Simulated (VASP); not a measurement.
Here is the system:

```yaml
crystal:
  lattice:
    - [4.09891, 0.00000, 0.00000]
    - [0.00000, 4.09891, 0.00000]
    - [0.00000, 0.00000, 5.78053]
  atoms:
    - { symbol: Mg, position: [0.50000, 0.00000, 0.73702] }
    - { symbol: Mg, position: [0.00000, 0.50000, 0.26298] }
    - { symbol: Se, position: [0.50000, 0.50000, 0.00000] }
    - { symbol: S, position: [0.00000, 0.00000, 0.50000] }
```

The numbers are results of PBEsol GGA, VASP's PBE PAW potentials (set 64) (plane waves; VASP), not measurements. Numerical set-up: 400 eV cut-off, 6×6×5 Γ-centred mesh, tetrahedra with Blöchl corrections, potentials Mg Se S.

Q: Predict the energy per atom (σ→0), band gap (on the k-mesh) with the smallest direct gap where there is one.

A: 
```yaml
band gap (on the k-mesh): 2.71 eV
smallest direct gap (on the k-mesh): 2.71 eV
energy per atom (σ→0): -4.223 eV/atom
```

Only differences to runs with the same potentials and settings are physical.

The structure comes from a computed database's Mg2SeS entry (P-4m2); how it stands against other phases isn't given here. It was relaxed first.
